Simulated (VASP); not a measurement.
Input of a VASP 6.6.1 run:

The input INCAR:

```
PREC = Accurate
ENCUT = 520
EDIFF = 1E-6
ISMEAR = 0
SIGMA = 0.1
LREAL = False
LASPH = True
NELM = 100
ALGO = Normal
ISIF = 2
LWAVE = False
LCHARG = False
GGA = PE
NBANDS = 16
```

File KPOINTS:

```
Automatic mesh
0
Gamma
  6 6 6
```

Contents of POSCAR:

```
CdSe
1.0
    0.0000000000      3.0500000000      3.0500000000
    3.0500000000      0.0000000000      3.0500000000
    3.0500000000      3.0500000000      0.0000000000
Cd Se
1 1
Direct
    0.0000000000      0.0000000000      0.0000000000
    0.2500000000      0.2500000000      0.2500000000
```

Potentials or basis: VASP PAW PBE potentials, release 64 (Cd, Se).

The run is started by

```console
$ cat potpaw_PBE.64/Cd/POTCAR potpaw_PBE.64/Se/POTCAR > POTCAR
$ mpirun -np 1 vasp_std > vasp.out
```

Task: What does it give for the band gap on the k mesh?

Result: 0.59 eV, direct.

Task: What does it give for the pressure?

Result: 2.7 GPa.

As with any semilocal functional, this PBE gap is likely too small.
